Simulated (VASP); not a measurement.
OSZICAR of a VASP run on SnO (litharge):

### OSZICAR
```
       N       E                     dE             d eps       ncg     rms          rms(c)
DAV:   1     0.415281853370E+03    0.41528E+03   -0.23190E+04  2960   0.306E+03
DAV:   2     0.288459042347E+02   -0.38644E+03   -0.37957E+03  3056   0.642E+02
DAV:   3    -0.269159683992E+02   -0.55762E+02   -0.55366E+02  3568   0.203E+02
DAV:   4    -0.288408082492E+02   -0.19248E+01   -0.19221E+01  3200   0.415E+01
DAV:   5    -0.288911591291E+02   -0.50351E-01   -0.50345E-01  3760   0.694E+00    0.115E+01
DAV:   6    -0.255485409072E+02    0.33426E+01   -0.19481E+01  4840   0.517E+01    0.478E+00
DAV:   7    -0.255445994971E+02    0.39414E-02   -0.18008E+00  3160   0.945E+00    0.249E+00
DAV:   8    -0.255170522088E+02    0.27547E-01   -0.44808E-01  4344   0.534E+00    0.914E-01
DAV:   9    -0.254970003026E+02    0.20052E-01   -0.12519E-01  4616   0.412E+00    0.211E-01
DAV:  10    -0.254978988384E+02   -0.89854E-03   -0.13849E-02  4352   0.119E+00    0.150E-01
DAV:  11    -0.254973720260E+02    0.52681E-03   -0.27080E-03  4472   0.603E-01    0.228E-02
DAV:  12    -0.254974119724E+02   -0.39946E-04   -0.46986E-04  3184   0.140E-01    0.279E-02
DAV:  13    -0.254974053437E+02    0.66287E-05   -0.31169E-05  4408   0.685E-02    0.670E-03
DAV:  14    -0.254974052028E+02    0.14096E-06   -0.23045E-06  2720   0.119E-02
   1 F= -.18381562E+02 E0= -.18381306E+02  d E =-.183816E+02
       N       E                     dE             d eps       ncg     rms          rms(c)
DAV:   1    -0.310925209999E+02   -0.55951E+01   -0.13285E+02  3632   0.186E+02    0.166E+01
DAV:   2    -0.254641630388E+02    0.56284E+01   -0.15642E+01  3976   0.636E+01    0.563E+00
DAV:   3    -0.246306261079E+02    0.83354E+00   -0.20949E+00  3976   0.355E+01    0.174E+00
DAV:   4    -0.245248975825E+02    0.10573E+00   -0.35813E-01  4464   0.134E+01    0.465E-01
DAV:   5    -0.245263612150E+02   -0.14636E-02   -0.97672E-02  3784   0.297E+00    0.259E-01
DAV:   6    -0.245227332323E+02    0.36280E-02   -0.70122E-03  3696   0.749E-01    0.946E-02
DAV:   7    -0.245227306843E+02    0.25480E-05   -0.11061E-03  3912   0.435E-01    0.859E-02
DAV:   8    -0.245226596597E+02    0.71025E-04   -0.47744E-04  4000   0.463E-01    0.291E-02
DAV:   9    -0.245226550248E+02    0.46349E-05   -0.51205E-05  3992   0.790E-02    0.152E-02
DAV:  10    -0.245226522351E+02    0.27897E-05   -0.11697E-05  3504   0.393E-02    0.193E-03
DAV:  11    -0.245226523977E+02   -0.16256E-06   -0.20324E-06  2208   0.143E-02
   2 F= -.18283329E+02 E0= -.18282993E+02  d E =0.982333E-01
       N       E                     dE             d eps       ncg     rms          rms(c)
DAV:   1    -0.272544336308E+02   -0.27318E+01   -0.50333E+01  3616   0.146E+02    0.880E+00
DAV:   2    -0.255628935910E+02    0.16915E+01   -0.47333E+00  3832   0.308E+01    0.321E+00
DAV:   3    -0.252542838248E+02    0.30861E+00   -0.68492E-01  3736   0.187E+01    0.894E-01
DAV:   4    -0.252187724219E+02    0.35511E-01   -0.12205E-01  4544   0.744E+00    0.239E-01
DAV:   5    -0.252181051321E+02    0.66729E-03   -0.28515E-02  3816   0.160E+00    0.105E-01
DAV:   6    -0.252165570642E+02    0.15481E-02   -0.21172E-03  3912   0.512E-01    0.530E-02
DAV:   7    -0.252165844009E+02   -0.27337E-04   -0.27044E-04  3440   0.162E-01    0.425E-02
DAV:   8    -0.252165443749E+02    0.40026E-04   -0.13006E-04  3912   0.210E-01    0.758E-03
DAV:   9    -0.252165451792E+02   -0.80430E-06   -0.22645E-05  4120   0.361E-02    0.555E-03
DAV:  10    -0.252165449220E+02    0.25723E-06   -0.26480E-06  2488   0.172E-02
   3 F= -.18483708E+02 E0= -.18483750E+02  d E =-.102146E+00
       N       E                     dE             d eps       ncg     rms          rms(c)
DAV:   1    -0.252577706078E+02   -0.41225E-01   -0.17410E+01  4080   0.352E+01    0.256E+00
DAV:   2    -0.251516429099E+02    0.10613E+00   -0.76647E-01  4272   0.989E+00    0.866E-01
DAV:   3    -0.251281567969E+02    0.23486E-01   -0.56154E-02  3872   0.592E+00    0.304E-01
DAV:   4    -0.251253372393E+02    0.28196E-02   -0.14435E-02  4528   0.224E+00    0.101E-01
DAV:   5    -0.251253261700E+02    0.11069E-04   -0.32530E-03  3560   0.550E-01    0.469E-02
DAV:   6    -0.251252782392E+02    0.47931E-04   -0.12366E-04  4768   0.142E-01    0.255E-02
DAV:   7    -0.251252797300E+02   -0.14907E-05   -0.29994E-05  5312   0.737E-02    0.125E-02
DAV:   8    -0.251252778110E+02    0.19190E-05   -0.14745E-05  4304   0.426E-02    0.170E-03
DAV:   9    -0.251252778076E+02    0.33278E-08   -0.49474E-07  1544   0.101E-02
   4 F= -.18526517E+02 E0= -.18526203E+02  d E =-.428091E-01
       N       E                     dE             d eps       ncg     rms          rms(c)
DAV:   1    -0.251047817275E+02    0.20496E-01   -0.91635E-01  4568   0.863E+00    0.573E-01
DAV:   2    -0.250983457076E+02    0.64360E-02   -0.28713E-02  4304   0.223E+00    0.190E-01
DAV:   3    -0.250971717450E+02    0.11740E-02   -0.26012E-03  3952   0.129E+00    0.622E-02
DAV:   4    -0.250970302238E+02    0.14152E-03   -0.59426E-04  4504   0.474E-01    0.177E-02
DAV:   5    -0.250970275093E+02    0.27145E-05   -0.14194E-04  3440   0.116E-01    0.707E-03
DAV:   6    -0.250970251996E+02    0.23098E-05   -0.56938E-06  4136   0.278E-02    0.465E-03
DAV:   7    -0.250970251160E+02    0.83598E-07   -0.78237E-07  1584   0.149E-02
   5 F= -.18527974E+02 E0= -.18527705E+02  d E =-.442662E-01
       N       E                     dE             d eps       ncg     rms          rms(c)
DAV:   1    -0.251003605501E+02   -0.33354E-02   -0.11131E-02  4576   0.972E-01    0.619E-02
DAV:   2    -0.251002849005E+02    0.75650E-04   -0.33620E-04  4224   0.247E-01    0.207E-02
DAV:   3    -0.251002707390E+02    0.14161E-04   -0.32456E-05  3976   0.141E-01    0.660E-03
DAV:   4    -0.251002691290E+02    0.16100E-05   -0.70022E-06  3904   0.503E-02    0.188E-03
DAV:   5    -0.251002690849E+02    0.44107E-07   -0.16303E-06  2208   0.127E-02
   6 F= -.18527969E+02 E0= -.18527690E+02  d E =-.442607E-01
       N       E                     dE             d eps       ncg     rms          rms(c)
DAV:   1    -0.251269841074E+02   -0.26715E-01   -0.25431E-01  3944   0.656E+00    0.511E-01
DAV:   2    -0.251232409835E+02    0.37431E-02   -0.15925E-02  4208   0.186E+00    0.256E-01
DAV:   3    -0.251216237836E+02    0.16172E-02   -0.21107E-03  3920   0.116E+00    0.785E-02
DAV:   4    -0.251215119380E+02    0.11185E-03   -0.66364E-04  4264   0.299E-01    0.229E-02
DAV:   5    -0.251215076458E+02    0.42923E-05   -0.80500E-05  4224   0.146E-01    0.873E-03
DAV:   6    -0.251215073140E+02    0.33179E-06   -0.34732E-06  2616   0.345E-02
   7 F= -.18529125E+02 E0= -.18528806E+02  d E =-.115627E-02
       N       E                     dE             d eps       ncg     rms          rms(c)
DAV:   1    -0.251254240969E+02   -0.39165E-02   -0.86344E-03  3936   0.120E+00    0.941E-02
DAV:   2    -0.251252979217E+02    0.12618E-03   -0.54296E-04  4224   0.341E-01    0.469E-02
DAV:   3    -0.251252434535E+02    0.54468E-04   -0.69811E-05  3848   0.212E-01    0.147E-02
DAV:   4    -0.251252394175E+02    0.40360E-05   -0.21787E-05  4320   0.550E-02    0.424E-03
DAV:   5    -0.251252392537E+02    0.16378E-06   -0.25388E-06  2096   0.270E-02
   8 F= -.18529157E+02 E0= -.18528833E+02  d E =-.118825E-02
       N       E                     dE             d eps       ncg     rms          rms(c)
DAV:   1    -0.251127521724E+02    0.12487E-01   -0.17906E-01  3504   0.535E+00    0.459E-01
DAV:   2    -0.251090344172E+02    0.37178E-02   -0.13191E-02  3800   0.150E+00    0.221E-01
DAV:   3    -0.251079189448E+02    0.11155E-02   -0.16861E-03  3808   0.911E-01    0.831E-02
DAV:   4    -0.251077583631E+02    0.16058E-03   -0.44173E-04  4376   0.322E-01    0.171E-02
DAV:   5    -0.251077570662E+02    0.12970E-05   -0.10362E-04  4168   0.148E-01    0.842E-03
DAV:   6    -0.251077558789E+02    0.11873E-05   -0.12030E-05  4128   0.380E-02    0.341E-03
DAV:   7    -0.251077558716E+02    0.73087E-08   -0.80487E-07  1560   0.903E-03
   9 F= -.18529754E+02 E0= -.18529417E+02  d E =-.596773E-03
       N       E                     dE             d eps       ncg     rms          rms(c)
DAV:   1    -0.251071135473E+02    0.64233E-03   -0.23462E-04  3520   0.196E-01    0.165E-02
DAV:   2    -0.251071086859E+02    0.48614E-05   -0.16978E-05  3680   0.543E-02    0.796E-03
DAV:   3    -0.251071071799E+02    0.15060E-05   -0.17510E-06  1616   0.329E-02    0.307E-03
DAV:   4    -0.251071069885E+02    0.19140E-06   -0.90005E-07  1664   0.123E-02
  10 F= -.18529755E+02 E0= -.18529418E+02  d E =-.597724E-03
       N       E                     dE             d eps       ncg     rms          rms(c)
DAV:   1    -0.251052206452E+02    0.18865E-02   -0.15905E-02  3896   0.932E-01    0.593E-02
DAV:   2    -0.251051829226E+02    0.37723E-04   -0.42654E-04  3896   0.226E-01    0.294E-02
DAV:   3    -0.251051622192E+02    0.20703E-04   -0.39862E-05  3912   0.132E-01    0.104E-02
DAV:   4    -0.251051603411E+02    0.18781E-05   -0.10353E-05  4288   0.412E-02    0.290E-03
DAV:   5    -0.251051602913E+02    0.49807E-07   -0.11022E-06  1648   0.147E-02
  11 F= -.18529813E+02 E0= -.18529474E+02  d E =-.580226E-04
```

Question: Which electronic solver shows in the log?

Answer: It is blocked Davidson (ALGO = Normal, or the opening steps of other solvers). The INCAR had ALGO = Normal.

Question: Can the final energy be trusted as converged?

Answer: The calculation finished and met its thresholds. It stopped with EDIFF = 1E-6, NELM = 100, NSW = 40 and EDIFFG = -0.02 after 11 ionic steps (LDA (Ceperley-Alder, Perdew-Zunger), plane waves, VASP's LDA PAW potentials (set 64)). Energy and stress use the plane-wave basis of the starting cell.

The compound is SnO in the litharge structure. This run relaxes it under an external pressure of 20 GPa. Symmetry was kept, so distortions that lower it aren't found.
